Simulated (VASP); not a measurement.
**How a change of volume changes TiO2 (P4_2/mnm)**

Strain engineering needs slopes: what does a change of volume do to the lattice and the band edges of TiO2?

Calculated with VASP 6.6.1; LDA, no spin polarisation; plane waves and PAW (Ti_sv, O), in the first sound run; inputs show where later runs differ.

Most raw output is cut from this account.

## 1. Starting point

The structure is tetragonal, space group P4_2/mnm (No. 136). Conventional cell: a = 4.594 Å, b = 4.594 Å, c = 2.959 Å, α = 90.00°, β = 90.00°, γ = 90.00°. Ti has 6 O at 1.94 to 1.99 Å nearest. Nearest to O lie 3 Ti at 1.94 to 1.99 Å. Farther neighbours and most contacts between anions are not listed.

## 2. Relax the crystal, LDA

The series starts from the cell that this level prefers, so that zero strain is near zero stress.

This step took 2 runs in a row; the last is shown.

Level: LDA, no spin polarisation; plane waves and PAW (Ti_sv, O).

INCAR reads:

```
SYSTEM = TiO2
PREC = Accurate
ENCUT = 600
EDIFF = 1E-07
NELM = 120
ISMEAR = 0
SIGMA = 0.02
LREAL = .FALSE.
ALGO = Normal
GGA = CA
NBANDS = 30
LASPH = .TRUE.
LORBIT = 11
LWAVE = .FALSE.
LCHARG = .FALSE.
KPAR = 16
IBRION = 2
NSW = 40
ISIF = 3
EDIFFG = -0.005
POTIM = 0.4
```

POSCAR reads:

```
TiO2
1.0
    4.5518920614      0.0000000000      0.0000000000
    0.0000000000      4.5518920614      0.0000000000
    0.0000000000      0.0000000000      2.9216695148
Ti O
2 4
Direct
    0.0000000000      0.0000000000      0.0000000000
    0.5000000000      0.5000000000      0.5000000000
    0.3038429725      0.3038429725      0.0000000000
    0.1961570275      0.8038429725      0.5000000000
    0.6961570275      0.6961570275      0.0000000000
    0.8038429725      0.1961570275      0.5000000000
```

KPOINTS reads:

```
Automatic mesh
0
Gamma
7 7 10
0 0 0
```

Potentials, in the order of the species: Ti_sv and O (LDA family, release 64).

Command:

```
mpirun -np 16 vasp_std
```

Elapsed: 32 s, on 16 MPI ranks of AMD EPYC 7R32 (Zen 2), shared host; peak memory 3.7 GiB.

This run gave:

* energy(sigma→0) of the program: -58.7884 eV
* stress, compression positive: xx, yy, zz 0.00, 0.00, -0.02 GPa
* volume: 60.553 Å³
* ionic steps: 3

## 3. Relax at fixed volume, LDA

One member in full: the volume is scaled by 0.96, and shape and atoms relax at that volume.

Level: LDA, no spin polarisation; plane waves and PAW (Ti_sv, O).

Changes to INCAR since step 2:

```diff
@@ -15,7 +15,7 @@
 LCHARG = .FALSE.
-KPAR = 16
+KPAR = 4
 IBRION = 2
 NSW = 40
-ISIF = 3
-EDIFFG = -0.005
+ISIF = 4
+EDIFFG = -0.004
 POTIM = 0.4
```

POSCAR reads:

```
TiO2
1.0
    4.4907882136      0.0000000000      0.0000000000
    0.0000000000      4.4907882136      0.0000000000
    0.0000000000      0.0000000000      2.8824574574
Ti O
2 4
Direct
    0.0000000000      0.0000000000      0.0000000000
    0.5000000000      0.5000000000      0.5000000000
    0.3038414242      0.3038414242      0.0000000000
    0.1961585758      0.8038414242      0.5000000000
    0.6961585758      0.6961585758      0.0000000000
    0.8038414242      0.1961585758      0.5000000000
```

KPOINTS is that of step 2.

Command:

```
mpirun -np 4 vasp_std
```

Wall time 1.9 min (4 MPI ranks); peak memory 0.81 GiB.

Numbers from this step:

| Item | Value |
| --- | --- |
| energy(sigma→0) of the program | -58.7012 eV |
| stress, compression positive | xx, yy, zz 10.93, 10.93, 10.93 GPa |
| ionic steps | 5 |

## 4. Dielectric response, LDA

Linear response gives the dielectric tensors, Born charges and zone-centre modes.

Level: LDA, no spin polarisation; plane waves and PAW (Ti_sv, O).

INCAR reads:

```
SYSTEM = TiO2
PREC = Accurate
ENCUT = 600
EDIFF = 1E-08
NELM = 120
ISMEAR = 0
SIGMA = 0.02
LREAL = .FALSE.
ALGO = Normal
GGA = CA
NBANDS = 30
LASPH = .TRUE.
LWAVE = .FALSE.
LCHARG = .FALSE.
KPAR = 4
LEPSILON = .TRUE.
IBRION = 8
NSW = 1
```

POSCAR reads:

```
TiO2
1.0
    4.4791887045      0.0000000000      0.0000000000
    0.0000000000      4.4791887045      0.0000000000
    0.0000000000      0.0000000000      2.8974058716
Ti O
2 4
Direct
    0.0000000000      0.0000000000      0.0000000000
    0.5000000000      0.5000000000      0.5000000000
    0.3027287548      0.3027287548      0.0000000000
    0.1972712452      0.8027287548      0.5000000000
    0.6972712452      0.6972712452      0.0000000000
    0.8027287548      0.1972712452      0.5000000000
```

KPOINTS reads:

```
Automatic mesh
0
Gamma
8 8 11
0 0 0
```

Command:

```
mpirun -np 4 vasp_std
```

The job ended after 45 min (4 MPI ranks; peak memory 3.9 GiB; 2 h of CPU time).

Read from the output:

| Property | Result |
| --- | --- |
| ε∞, diagonal | 7.59, 7.59, 8.70 |

## 5. Gap at another level, r2SCAN

The gap is read on the mesh at a level that opens it further.

Level: r2SCAN, no spin polarisation; plane waves and PAW (Ti_sv, O).

INCAR reads:

```
SYSTEM = TiO2
PREC = Accurate
ENCUT = 600
EDIFF = 1E-06
NELM = 100
ISMEAR = 0
SIGMA = 0.02
LREAL = .FALSE.
ALGO = Normal
METAGGA = R2SCAN
LASPH = .TRUE.
NBANDS = 28
LWAVE = .FALSE.
LCHARG = .FALSE.
KPAR = 4
```

POSCAR is that of step 4.

KPOINTS reads:

```
Automatic mesh
0
Gamma
5 5 8
0 0 0
```

Command:

```
mpirun -np 4 vasp_std
```

The job ended after 96 s (4 MPI ranks; peak memory 0.71 GiB; 4.2 min of CPU time).

Numbers from this step:

```
energy(sigma→0) of the program : -254.3266 eV
stress, compression positive   : xx, yy, zz 19.89, 19.89, 22.86 GPa
```

The run ends at a pressure of 20.88 GPa, with forces up to 0.063 eV/Å.

## 6. Gap at another level, TB-mBJ

Level: TB-mBJ, no spin polarisation; plane waves and PAW (Ti_sv, O).

TB-mBJ has no energy functional, so the total energy, stress and pressure in this output mean nothing.

Changes to INCAR since step 5:

```diff
@@ -4,3 +4,3 @@
 EDIFF = 1E-06
-NELM = 100
+NELM = 150
 ISMEAR = 0
@@ -9,3 +9,3 @@
 ALGO = Normal
-METAGGA = R2SCAN
+METAGGA = MBJ
 LASPH = .TRUE.
```

POSCAR is that of step 5.

KPOINTS is that of step 5.

Command:

```
mpirun -np 4 vasp_std
```

The job ended after 1.9 min (4 MPI ranks; peak memory 0.75 GiB; 4.9 min of CPU time).

## 7. Gap at another level, HSE06

Level: HSE06, no spin polarisation; plane waves and PAW (Ti_sv, O).

INCAR reads:

```
SYSTEM = TiO2
PREC = Accurate
ENCUT = 600
EDIFF = 1E-05
NELM = 100
ISMEAR = 0
SIGMA = 0.02
LREAL = .FALSE.
ALGO = Normal
LHFCALC = .TRUE.
AEXX = 0.25
GGA = PE
HFSCREEN = 0.2
LASPH = .TRUE.
NBANDS = 28
PRECFOCK = Fast
LWAVE = .FALSE.
LCHARG = .FALSE.
KPAR = 4
```

POSCAR is that of step 6.

KPOINTS reads:

```
Automatic mesh
0
Gamma
4 4 5
0 0 0
```

Command:

```
mpirun -np 4 vasp_std
```

Run time: 30 min. Hardware: 4 MPI ranks; peak memory 1.1 GiB; 81 min of CPU time.

Numbers from this step:

* energy(sigma→0) of the program: -66.2759 eV

## 8. The whole series

Hybrid runs start from orbitals of a short LDA run, not shown.

Runs beyond LDA use the data sets made with LDA; this shifts their levels slightly, and their total energies have another zero (at TB-mBJ, which has no energy functional, they mean nothing).

The other members went through these steps as far as the tables show, with the same cutoff and, step by step, the same mesh (but for the dielectric runs, see below); 38 runs are not shown. The session took 32 core hours (wall time by ranks) on a shared machine.

The dielectric columns come from linear-response runs at LDA, run where the gap exceeds a picked 1.2 eV, on meshes that differ between rows: 8×8×11 at 0.94, 0.96; 7×7×11 at 0.98, 1, 1.02, 1.04, 1.06. A change between rows on different meshes is not the strain's alone.

```csv
volume over the relaxed volume,volume (Å³/atom),pressure (GPa),energy above the unstrained row (meV/atom),"gap on the mesh, LDA (eV)",ε∞ (mean),static ε (mean),"largest Born charge, mean of the diagonal (e)",lowest optical mode (cm⁻¹),highest mode without LO–TO splitting (cm⁻¹)
0.940,9.487,17.404,32.996,1.882,7.938,83.709,6.838,32.129,896.641
0.960,9.689,10.930,14.537,1.854,7.962,98.914,6.822,86.213,869.044
0.980,9.890,5.156,3.826,1.832,7.985,123.659,6.803,115.699,842.773
1,10.092,0.024,0.000,1.815,8.004,177.793,6.782,108.558,817.554
1.020,10.294,-4.567,2.340,1.806,8.018,361.200,6.757,89.233,792.963
1.040,10.496,-8.597,10.075,1.803,8.025,,6.729,-52.768,769.389
1.060,10.698,-12.086,22.580,1.811,8.018,,6.693,-113.540,747.119
```

A blank entry does not apply, was not run or did not finish.

A cubic of the pressure in ln(V/V₀) through all rows has the slope −B at V₀: B = 243 GPa, and its curvature gives B′ = 5.0.

Gaps at r2SCAN, read on its mesh alone:

```csv
volume over the relaxed volume,gap (eV)
0.940,2.387
0.960,2.349
0.980,2.317
1,2.291
1.020,2.272
1.040,2.259
1.060,2.257
```

Gaps at TB-mBJ, read on its mesh alone:

```csv
volume over the relaxed volume,gap (eV)
0.940,2.918
0.960,2.874
0.980,2.834
1,2.799
1.020,2.769
1.040,2.742
1.060,2.723
```

Gaps at HSE06, read on its mesh alone, with one row partly withheld:

```csv
volume over the relaxed volume,gap (eV)
0.940,3.567
0.960,3.523
0.980,3.484
1,?
1.020,3.423
1.040,3.402
1.060,3.392
```

## 9. Working out the slope

The quantity to fit is the gap at HSE06: 3.567, 3.523, 3.484, 3.423, 3.402, 3.392 eV in the rows shown.

A least-squares parabola through the 6 rows shown, with u the logarithm of the volume ratio: E = 7.479 u² − 1.457 u + 3.450 (eV), r.m.s. residual 0.0015 eV.

For the withheld row, u = 0, the fit gives 3.4500 eV.

## 10. Prediction against calculation

The calculation gives 3.4501 eV, so the prediction is 0.0001 eV too low.

## 11. What came out

```json
{
 "bulk modulus": "243 GPa",
 "gap of the unstrained cell, r2SCAN": "2.29 eV",
 "gap of the unstrained cell, TB-mBJ": "2.80 eV",
 "dE/d ln V of the gap, HSE06": "-1.46 eV",
 "error of the predicted row": "-0.1 meV"
}
```

**Reading.** The slope of the energy gives 0.49 GPa at the relaxed volume where the pressure column has 0.02 GPa, a mark of the finite basis. A static dielectric constant of some hundred marks a polar mode close to instability, where the harmonic value means little. Where the lowest mode is negative (imaginary), the phase is unstable at the zone centre, and no static dielectric constant is given below −25 cm⁻¹. A measured gap of unstrained TiO2 is 3.03 eV (arxiv:1612.05679, experimental band gap, quoted, temperature not given); the static gaps here belong to the lattice relaxed at LDA. r2SCAN opens gaps somewhat over GGA but leaves them below measured values as a rule. TB-mBJ is a potential fitted for gaps; it has no energy functional, so its total energies and forces mean nothing, and its bands tend to come out too narrow. HSE06 ran on a coarser mesh than the semilocal levels. Temperature, zero-point motion and excitons are left out.

[Lines on the potential files, build, host, timing and source positions are cut from VASP's logs without a mark.]

[Logs are printed without paths, hosts, clocks, repeated set-up lines and the standing remarks that a program may print on its own settings, such as how far it seeks lower states.]

[Hosts, paths, dates, database ids (printed as entryN), source tags and the programs' standing remarks are cut or masked in the printed files.]

[In band tables of VASP the shares of atoms and orbitals are scaled to a sum of 1 inside the atoms' spheres.]
